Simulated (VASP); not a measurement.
All values below come from PBE GGA, VASP's PBE PAW potentials (set 64) (plane waves; VASP).

Input for VASP

**INCAR**
```
SYSTEM = C32NSi31
PREC = Normal
ENCUT = 400
EDIFF = 1E-5
NELM = 100
ALGO = Fast
LREAL = Auto
LASPH = .TRUE.
ISMEAR = 0
SIGMA = 0.05
GGA = PE
LWAVE = .TRUE.
LCHARG = .FALSE.
NELMIN = 4
ISYM = 0
NELECT = 256.0
IBRION = 2
ISIF = 2
NSW = 60
EDIFFG = -0.03
```

### KPOINTS
```
Automatic mesh
0
Gamma
1 1 1
0 0 0
```

### POSCAR
```
C32NSi31
1
    8.7583314356     0.0000000000     0.0000000000
    0.0000000000     8.7583314356    -0.0000000000
   -0.0000000000    -0.0000000000     8.7583314356
Si C N
31 32 1
Direct
  0.5000000000   0.0000000000   0.0000000000
  0.7500000000   0.2500000000   0.0000000000
  0.7500000000   0.0000000000   0.2500000000
  0.0000000000   0.0000000000   0.0000000000
  0.2500000000   0.2500000000   0.0000000000
  0.5000000000   0.5000000000   0.0000000000
  0.7500000000   0.7500000000   0.0000000000
  0.2500000000   0.0000000000   0.2500000000
  0.5023210000   0.2556390000   0.2515680000
  0.7443200000   0.4950950000   0.2507830000
  0.5000000000   0.0000000000   0.5000000000
  0.7451240000   0.2475020000   0.4952490000
  0.7500000000   0.0000000000   0.7500000000
  0.0000000000   0.5000000000   0.0000000000
  0.2500000000   0.7500000000   0.0000000000
  0.0000000000   0.2500000000   0.2500000000
  0.2495340000   0.5005020000   0.2508780000
  0.5017060000   0.7554790000   0.2524830000
  0.0000000000   0.0000000000   0.5000000000
  0.2445250000   0.2455440000   0.4970800000
  0.7537180000   0.7494700000   0.5012080000
  0.2500000000   0.0000000000   0.7500000000
  0.5046120000   0.2502240000   0.7550110000
  0.7477730000   0.4970010000   0.7488680000
  0.0000000000   0.7500000000   0.2500000000
  0.0000000000   0.5000000000   0.5000000000
  0.2467700000   0.7485650000   0.4992440000
  0.0000000000   0.2500000000   0.7500000000
  0.2448210000   0.4976280000   0.7448060000
  0.5043120000   0.7546730000   0.7494530000
  0.0000000000   0.7500000000   0.7500000000
  0.6250000000   0.1250000000   0.1250000000
  0.8750000000   0.3750000000   0.1250000000
  0.8750000000   0.1250000000   0.3750000000
  0.1250000000   0.1250000000   0.1250000000
  0.3750000000   0.3750000000   0.1250000000
  0.6250000000   0.6250000000   0.1250000000
  0.8750000000   0.8750000000   0.1250000000
  0.3750000000   0.1250000000   0.3750000000
  0.6194760000   0.3708670000   0.3766670000
  0.8750000000   0.6250000000   0.3750000000
  0.6250000000   0.1250000000   0.6250000000
  0.8750000000   0.3750000000   0.6250000000
  0.8750000000   0.1250000000   0.8750000000
  0.1250000000   0.6250000000   0.1250000000
  0.3750000000   0.8750000000   0.1250000000
  0.1250000000   0.3750000000   0.3750000000
  0.3696710000   0.6215410000   0.3722810000
  0.6250000000   0.8750000000   0.3750000000
  0.1250000000   0.1250000000   0.6250000000
  0.3790660000   0.3693880000   0.6206950000
  0.6282760000   0.6215820000   0.6243370000
  0.8750000000   0.8750000000   0.6250000000
  0.3750000000   0.1250000000   0.8750000000
  0.6250000000   0.3750000000   0.8750000000
  0.8750000000   0.6250000000   0.8750000000
  0.1250000000   0.8750000000   0.3750000000
  0.1250000000   0.6250000000   0.6250000000
  0.3750000000   0.8750000000   0.6250000000
  0.1250000000   0.3750000000   0.8750000000
  0.3750000000   0.6250000000   0.8750000000
  0.6250000000   0.8750000000   0.8750000000
  0.1250000000   0.8750000000   0.8750000000
  0.4976020000   0.5004570000   0.4955750000
```

POTCAR, in this order: Si C N (PBE.64 set). Program: vasp_gam.

The run wrote:

**OUTCAR**
```
 ion  position               nearest neighbor table
   1  0.500  0.000  0.000-  32 1.90  46 1.90  54 1.90  62 1.90  23 3.07  30 3.07  18 3.08   2 3.10
                            22 3.10   3 3.10   5 3.10   7 3.10   8 3.10  13 3.10  15 3.10   9 3.14
   2  0.750  0.250  0.000-  32 1.90  33 1.90  44 1.90  55 1.90  23 3.04  10 3.07  24 3.09   9 3.09
                            16 3.10   4 3.10   6 3.10  28 3.10   1 3.10   3 3.10  13 3.10  14 3.10
   3  0.750  0.000  0.250-  32 1.90  34 1.90  38 1.90  49 1.90  12 3.05  18 3.05  16 3.10   2 3.10
                            19 3.10  25 3.10   4 3.10   7 3.10  11 3.10   1 3.10  21 3.11   9 3.12
   4  0.000  0.000  0.000-  35 1.90  38 1.90  44 1.90  63 1.90   8 3.10  13 3.10  15 3.10  16 3.10
                            22 3.10  25 3.10  28 3.10  31 3.10   2 3.10   3 3.10   5 3.10   7 3.10
   5  0.250  0.250  0.000-  35 1.90  36 1.90  54 1.90  60 1.90  23 3.09  16 3.10  22 3.10   1 3.10
                            28 3.10   4 3.10   6 3.10   8 3.10  14 3.10  17 3.11  29 3.11   9 3.12
   6  0.500  0.500  0.000-  36 1.90  37 1.90  55 1.90  61 1.90  23 3.06  10 3.07   9 3.07  24 3.09
                             5 3.10  15 3.10   7 3.10   2 3.10  17 3.10  30 3.13  18 3.15
   7  0.750  0.750  0.000-  37 1.90  38 1.90  56 1.90  62 1.90  30 3.07  14 3.10  25 3.10   1 3.10
                            31 3.10   3 3.10   4 3.10   6 3.10  13 3.10  18 3.10  24 3.12  10 3.13
   8  0.250  0.000  0.250-  35 1.90  39 1.90  46 1.90  57 1.90  20 3.05  18 3.07   1 3.10  19 3.10
                             4 3.10  25 3.10   5 3.10  11 3.10  15 3.10  16 3.10  27 3.10   9 3.15
   9  0.502  0.256  0.252-  40 1.81  36 1.89  32 1.92  39 1.93  10 2.98  12 3.01   6 3.07  17 3.08
                             2 3.09   3 3.12  20 3.12   5 3.12  11 3.12   1 3.14   8 3.15
  10  0.744  0.495  0.251-  40 1.90  37 1.90  33 1.91  41 1.95   9 2.98  12 3.05   6 3.07   2 3.07
                            16 3.10  18 3.12  26 3.13  21 3.13   7 3.13  14 3.14
  11  0.500  0.000  0.500-  39 1.90  42 1.90  49 1.90  59 1.90  18 3.05  12 3.05  30 3.06  13 3.10
                             8 3.10  22 3.10   3 3.10  20 3.10   9 3.12  21 3.12  27 3.13  23 3.13
  12  0.745  0.248  0.495-  40 1.86  42 1.88  34 1.89  43 1.96   9 3.01  10 3.05  11 3.05   3 3.05
                            16 3.10  23 3.10  13 3.11  19 3.11  24 3.12  26 3.14
...
```

File OSZICAR:
```
...
RMM:   7    -0.483527375171E+03   -0.12461E-04   -0.15413E-04   341   0.286E-02    0.128E-02
RMM:   8    -0.483527375115E+03    0.55996E-07   -0.34255E-05   233   0.136E-02
   3 F= -.48352738E+03 E0= -.48352738E+03  d E =-.986043E+00
       N       E                     dE             d eps       ncg     rms          rms(c)
DAV:   1    -0.483849367277E+03   -0.32199E+00   -0.46803E+01   324   0.177E+01    0.199E+00
RMM:   2    -0.483910147140E+03   -0.60780E-01   -0.10555E+00   322   0.248E+00    0.101E+00
RMM:   3    -0.483908568914E+03    0.15782E-02   -0.15236E-01   327   0.897E-01    0.593E-01
RMM:   4    -0.483908142332E+03    0.42658E-03   -0.35468E-02   327   0.389E-01    0.246E-01
RMM:   5    -0.483908734889E+03   -0.59256E-03   -0.69870E-03   349   0.174E-01    0.104E-01
RMM:   6    -0.483908782072E+03   -0.47183E-04   -0.10211E-03   327   0.752E-02    0.254E-02
RMM:   7    -0.483908796264E+03   -0.14193E-04   -0.23672E-04   347   0.347E-02    0.141E-02
RMM:   8    -0.483908798670E+03   -0.24059E-05   -0.41897E-05   245   0.150E-02
   4 F= -.48390880E+03 E0= -.48390880E+03  d E =-.381424E+00
       N       E                     dE             d eps       ncg     rms          rms(c)
DAV:   1    -0.483946565907E+03   -0.37770E-01   -0.12070E+01   324   0.897E+00    0.942E-01
RMM:   2    -0.483960577625E+03   -0.14012E-01   -0.25734E-01   322   0.122E+00    0.498E-01
RMM:   3    -0.483959824174E+03    0.75345E-03   -0.37046E-02   325   0.444E-01    0.258E-01
RMM:   4    -0.483960005256E+03   -0.18108E-03   -0.98722E-03   330   0.198E-01    0.918E-02
RMM:   5    -0.483960120442E+03   -0.11519E-03   -0.16201E-03   346   0.848E-02    0.497E-02
RMM:   6    -0.483960126721E+03   -0.62798E-05   -0.26589E-04   329   0.377E-02    0.142E-02
RMM:   7    -0.483960129566E+03   -0.28442E-05   -0.55790E-05   268   0.168E-02
   5 F= -.48396013E+03 E0= -.48396013E+03  d E =-.432754E+00
       N       E                     dE             d eps       ncg     rms          rms(c)
DAV:   1    -0.484022679345E+03   -0.62553E-01   -0.57793E+01   322   0.198E+01    0.210E+00
RMM:   2    -0.484093361286E+03   -0.70682E-01   -0.13365E+00   322   0.279E+00    0.107E+00
RMM:   3    -0.484086766665E+03    0.65946E-02   -0.18702E-01   325   0.101E+00    0.579E-01
RMM:   4    -0.484086493274E+03    0.27339E-03   -0.45649E-02   326   0.435E-01    0.209E-01
RMM:   5    -0.484087209165E+03   -0.71589E-03   -0.90516E-03   347   0.194E-01    0.113E-01
RMM:   6    -0.484087230067E+03   -0.20902E-04   -0.13785E-03   331   0.830E-02    0.383E-02
RMM:   7    -0.484087257962E+03   -0.27895E-04   -0.30826E-04   336   0.387E-02    0.177E-02
RMM:   8    -0.484087259995E+03   -0.20331E-05   -0.64315E-05   278   0.183E-02
   6 F= -.48408726E+03 E0= -.48408726E+03  d E =-.127130E+00
       N       E                     dE             d eps       ncg     rms          rms(c)
DAV:   1    -0.484107229283E+03   -0.19971E-01   -0.46473E+00   330   0.561E+00    0.551E-01
RMM:   2    -0.484111803575E+03   -0.45743E-02   -0.98610E-02   322   0.747E-01    0.296E-01
RMM:   3    -0.484111201447E+03    0.60213E-03   -0.14716E-02   325   0.279E-01    0.141E-01
RMM:   4    -0.484111299858E+03   -0.98411E-04   -0.36861E-03   326   0.123E-01    0.528E-02
RMM:   5    -0.484111346889E+03   -0.47031E-04   -0.68306E-04   338   0.540E-02    0.296E-02
RMM:   6    -0.484111348790E+03   -0.19005E-05   -0.13884E-04   329   0.247E-02    0.108E-02
RMM:   7    -0.484111351101E+03   -0.23119E-05   -0.26882E-05   212   0.113E-02
   7 F= -.48411135E+03 E0= -.48411135E+03  d E =-.151222E+00
       N       E                     dE             d eps       ncg     rms          rms(c)
DAV:   1    -0.484130531351E+03   -0.19183E-01   -0.55049E+00   346   0.624E+00    0.665E-01
RMM:   2    -0.484139503401E+03   -0.89720E-02   -0.15336E-01   322   0.964E-01    0.307E-01
RMM:   3    -0.484139282635E+03    0.22077E-03   -0.23149E-02   324   0.371E-01    0.162E-01
RMM:   4    -0.484139210998E+03    0.71638E-04   -0.51436E-03   325   0.158E-01    0.525E-02
RMM:   5    -0.484139292013E+03   -0.81016E-04   -0.97411E-04   348   0.688E-02    0.319E-02
RMM:   6    -0.484139295702E+03   -0.36888E-05   -0.15915E-04   326   0.300E-02    0.107E-02
RMM:   7    -0.484139299200E+03   -0.34977E-05   -0.35329E-05   228   0.142E-02
   8 F= -.48413930E+03 E0= -.48413930E+03  d E =-.279481E-01
       N       E                     dE             d eps       ncg     rms          rms(c)
DAV:   1    -0.484140349273E+03   -0.10536E-02   -0.17021E-01   380   0.110E+00    0.115E-01
RMM:   2    -0.484140639316E+03   -0.29004E-03   -0.49081E-03   322   0.170E-01    0.539E-02
RMM:   3    -0.484140637293E+03    0.20239E-05   -0.77108E-04   325   0.659E-02    0.286E-02
RMM:   4    -0.484140636932E+03    0.36047E-06   -0.18067E-04   329   0.285E-02    0.960E-03
RMM:   5    -0.484140639318E+03   -0.23860E-05   -0.30073E-05   220   0.124E-02
   9 F= -.48414064E+03 E0= -.48414064E+03  d E =-.292882E-01
       N       E                     dE             d eps       ncg     rms          rms(c)
DAV:   1    -0.484145645296E+03   -0.50084E-02   -0.10324E+00   364   0.272E+00    0.280E-01
RMM:   2    -0.484146981118E+03   -0.13358E-02   -0.24153E-02   322   0.381E-01    0.122E-01
RMM:   3    -0.484146942010E+03    0.39108E-04   -0.37832E-03   323   0.149E-01    0.630E-02
RMM:   4    -0.484146937719E+03    0.42905E-05   -0.86187E-04   326   0.636E-02    0.206E-02
RMM:   5    -0.484146952721E+03   -0.15002E-04   -0.16629E-04   342   0.277E-02    0.123E-02
RMM:   6    -0.484146953511E+03   -0.78985E-06   -0.26729E-05   212   0.122E-02
  10 F= -.48414695E+03 E0= -.48414695E+03  d E =-.631419E-02
       N       E                     dE             d eps       ncg     rms          rms(c)
DAV:   1    -0.484146959172E+03   -0.64510E-05   -0.84475E-04   388   0.774E-02    0.850E-03
RMM:   2    -0.484146960426E+03   -0.12533E-05   -0.22466E-05   205   0.116E-02    0.377E-03
RMM:   3    -0.484146960527E+03   -0.10076E-06   -0.39104E-06   187   0.462E-03    0.197E-03
RMM:   4    -0.484146960518E+03    0.80800E-08   -0.59496E-07   117   0.203E-03
  11 F= -.48414696E+03 E0= -.48414696E+03  d E =-.632120E-02
       N       E                     dE             d eps       ncg     rms          rms(c)
DAV:   1    -0.484148003105E+03   -0.10426E-02   -0.15919E-01   338   0.107E+00    0.111E-01
RMM:   2    -0.484148123400E+03   -0.12030E-03   -0.35467E-03   322   0.148E-01    0.525E-02
RMM:   3    -0.484148097959E+03    0.25441E-04   -0.67837E-04   324   0.586E-02    0.268E-02
RMM:   4    -0.484148101576E+03   -0.36168E-05   -0.17493E-04   332   0.260E-02    0.110E-02
RMM:   5    -0.484148103152E+03   -0.15753E-05   -0.24973E-05   211   0.113E-02
  12 F= -.48414810E+03 E0= -.48414810E+03  d E =-.114263E-02
       N       E                     dE             d eps       ncg     rms          rms(c)
DAV:   1    -0.484148106095E+03   -0.45192E-05   -0.53383E-04   380   0.624E-02    0.633E-03
RMM:   2    -0.484148106588E+03   -0.49286E-06   -0.11936E-05   189   0.865E-03    0.326E-03
RMM:   3    -0.484148106418E+03    0.17051E-06   -0.14597E-06   184   0.295E-03    0.183E-03
RMM:   4    -0.484148106332E+03    0.85962E-07   -0.24496E-08    56   0.141E-03
  13 F= -.48414811E+03 E0= -.48414811E+03  d E =-.114581E-02
       N       E                     dE             d eps       ncg     rms          rms(c)
DAV:   1    -0.484148512431E+03   -0.40601E-03   -0.72011E-02   330   0.722E-01    0.677E-02
RMM:   2    -0.484148538817E+03   -0.26386E-04   -0.11505E-03   322   0.849E-02    0.318E-02
RMM:   3    -0.484148528083E+03    0.10734E-04   -0.26411E-04   325   0.353E-02    0.145E-02
RMM:   4    -0.484148531941E+03   -0.38582E-05   -0.65231E-05   276   0.156E-02
  14 F= -.48414853E+03 E0= -.48414853E+03  d E =-.425610E-03
```

### OUTCAR
```
------------------------ aborting loop because EDIFF is reached ----------------------------------------
  FORCE on cell =-STRESS in cart. coord.  units (eV):
  Direction    XX          YY          ZZ          XY          YZ          ZX
  --------------------------------------------------------------------------------------
  Total      -28.3461322    -28.3345474    -28.3411114      0.0001068      0.0057797      0.0194541
  in kB      -67.5989987    -67.5713716    -67.5870252      0.0002548      0.0137832      0.0463935
  external PRESSURE =     -67.5857985 kB  Pullay stress =       0.0000000 kB
  volume of cell :      671.84
      direct lattice vectors                 reciprocal lattice vectors
     8.758331436  0.000000000  0.000000000     0.114176999  0.000000000  0.000000000
     0.000000000  8.758331436  0.000000000     0.000000000  0.114176999  0.000000000
     0.000000000  0.000000000  8.758331436     0.000000000  0.000000000  0.114176999
  FREE ENERGIE OF THE ION-ELECTRON SYSTEM (eV)
  ---------------------------------------------------
  free  energy   TOTEN  =      -484.1485319414 eV

  energy  without entropy=     -484.1485319414  energy(sigma->0) =     -484.14853194

 reached required accuracy - stopping structural energy minimisation
```
(Selected blocks of OUTCAR.)

CONTCAR:
```
C32NSi31
   1.00000000000000
     8.7583314356000006    0.0000000000000000    0.0000000000000000
     0.0000000000000000    8.7583314356000006    0.0000000000000000
     0.0000000000000000    0.0000000000000000    8.7583314356000006
  Si              C               N
    31    32     1
Direct
     0.4997765488881973    0.9998463187698609    0.9998678806874601
     0.7496222711254593    0.2498662174628083    0.0005764558784295
     0.7495683124837803    0.0004875032251772    0.2499851126229658
     0.9997797319311903    0.9997124309358422    0.9997943555203953
     0.2498033868503150    0.2498194081798467    0.9990672336301617
     0.4997314480850182    0.4997222983464102    0.9997241023024938
     0.7496521403288855    0.7496310431508864    0.9991934468170952
     0.2498131348495047    0.9990156397078387    0.2498352561324914
     0.4958088411294662    0.2525492384844111    0.2525429596025807
     0.7467927788327048    0.5035017590402665    0.2526225638408287
     0.4997519321199924    0.9996202365372667    0.4997697476538492
     0.7468170967524355    0.2524931708857119    0.5036397509675437
     0.7497071475987030    0.9990980407661082    0.7497465099638971
     0.9997481827666811    0.4997321406686233    0.9998228866010059
     0.2499874436329001    0.7495265848120901    0.0003397813904241
     0.9989541824277024    0.2498160544850204    0.2499081394700210
     0.2524765499538826    0.4959057894119636    0.2524860224634695
     0.5035241624964111    0.7469487116217471    0.2525598333741605
     0.9997945672357279    0.9997288113313605    0.4997940569876420
     0.2525068925849818    0.2524114889626845    0.4959129604446665
     0.7471377052787397    0.7469789510059327    0.4960795116064460
     0.2499966532654288    0.0003154848907608    0.7496323073442152
     0.5035601261555455    0.2524380392679212    0.7470300271272311
     0.7470696191657042    0.4959506100843353    0.7470709470034362
     0.0003703335784964    0.7495665859506573    0.2498543144107853
     0.9997308956199428    0.4996185908500425    0.4997496553411778
     0.2524574559337170    0.7469138866512801    0.5034840982845380
     0.0003946808244565    0.2497974183747064    0.7496485414287086
     0.2525915159693858    0.5033951815893427    0.7468617157972062
     0.4960772672561189    0.7469769682826257    0.7470114630248984
     0.9991962355015035    0.7495380497721540    0.7497072131454814
     0.6244583232793520    0.1274078735309857    0.1274841043283562
     0.8720684017994826    0.3750088863768870    0.1274625821085765
     0.8720849435316664    0.1273285922019967    0.3751198768739071
     0.1247747972813561    0.1248205454112960    0.1249082552550459
     0.3744978321261687    0.3745573933914696    0.1241306817256340
     0.6248640330107461    0.6248769960610497    0.1242332537784845
     0.8745763524630215    0.8746497261762531    0.1249620691471323
     0.3745430966971935    0.1240337382961432    0.3745635066729366
     0.6105586699727948    0.3887963325954853    0.3888805035691204
     0.8752945612942603    0.6248225322061980    0.3745964152635050
     0.6249135273341208    0.1240342621984216    0.6249686380209964
     0.8752730130627444    0.3745056003823176    0.6249336160202897
     0.8746342613632464    0.1248512753633847    0.8747145432407537
     0.1273180379097112    0.6245081620862792    0.1273112716917037
     0.3749623942433552    0.8721321617754315    0.1273100291545878
     0.1241413531719277    0.3744865283802202    0.3745521532068636
     0.3886348127990376    0.6107763828702365    0.3886661367875601
     0.6249844666323621    0.8751973590167443    0.3746475686964543
     0.1273669436985763    0.1272421940499563    0.6245617925583455
     0.3887268078180781    0.3886006265565165    0.6107605953131788
     0.6109602681460039    0.6108713571532203    0.6109366223676462
     0.8723321284174903    0.8721847187248585    0.6246644537640298
     0.3749863149403158    0.1272612124522972    0.8721907574237848
     0.6249968742493510    0.3745095883168512    0.8753627926190816
     0.8722512326431138    0.6245395975747005    0.8722696684345155
     0.1272528157334607    0.8720978940851291    0.3749685172793764
     0.1242122169276977    0.6247983611521061    0.6248909862646597
     0.3746104177230819    0.8751153938959476    0.6248797754958316
     0.1272660343437151    0.3749341371733385    0.8721435030847258
     0.3746374453868401    0.6248170706399937    0.8751178517689011
     0.6246021468077914    0.8722603499780467    0.8723024747852096
     0.1249556963663490    0.8745563642264608    0.8746246029182321
     0.4996875382026068    0.4996511321940824    0.4997475495148567
```

### OUTCAR
```
 val. band max:        7.8820516384   @ k =   0.0000   0.0000   0.0000

 cond. band min:       9.2511997585   @ k =   0.0000   0.0000   0.0000


 Fermi energy:         8.1620431420

 k-point     1 :       0.0000    0.0000    0.0000
  band No.  band energies     occupation
      1     -10.0398      2.00000
      2      -7.2068      2.00000
      3      -5.8427      2.00000
      4      -5.8422      2.00000
      5      -5.8417      2.00000
      6      -5.7933      2.00000
      7      -5.7932      2.00000
      8      -5.3300      2.00000
      9      -4.5200      2.00000
     10      -4.5188      2.00000
     11      -4.5182      2.00000
     12      -4.4114      2.00000
     13      -4.4110      2.00000
     14      -4.4109      2.00000
     15      -4.4077      2.00000
     16      -4.4072      2.00000
     17      -4.4070      2.00000
     18      -4.3706      2.00000
     19      -4.3704      2.00000
     20      -3.9574      2.00000
     21      -3.9041      2.00000
     22      -3.9041      2.00000
     23      -3.9035      2.00000
     24      -2.6334      2.00000
     25      -2.6319      2.00000
     26      -2.6290      2.00000
     27      -2.2783      2.00000
     28      -2.2774      2.00000
     29      -2.2768      2.00000
     30      -2.2284      2.00000
     31      -2.2282      2.00000
     32      -2.2278      2.00000
     33      -2.1062      2.00000
     34      -0.6526      2.00000
     35      -0.6525      2.00000
     36      -0.6521      2.00000
     37      -0.4663      2.00000
     38       0.1504      2.00000
     39       0.1506      2.00000
     40       0.4062      2.00000
     41       0.9010      2.00000
     42       0.9014      2.00000
     43       0.9017      2.00000
     44       0.9199      2.00000
     45       0.9200      2.00000
     46       1.2160      2.00000
     47       1.2190      2.00000
     48       1.2231      2.00000
     49       1.6178      2.00000
     50       1.9567      2.00000
     51       1.9568      2.00000
...
```

At this cut-off the stress carries a Pulay error, which pulls relaxed volumes low. The cell is charged, with a uniform compensating background. The supercell is sampled at Γ alone, which is coarse: total energies, pressure and levels can be off, energies of defects by several tenths of an eV.

The cell is a supercell with a defect, built from SiC (zinc blende): N_Si, charge +1. The run is not spin-polarised, so no state with unpaired spins was tried.
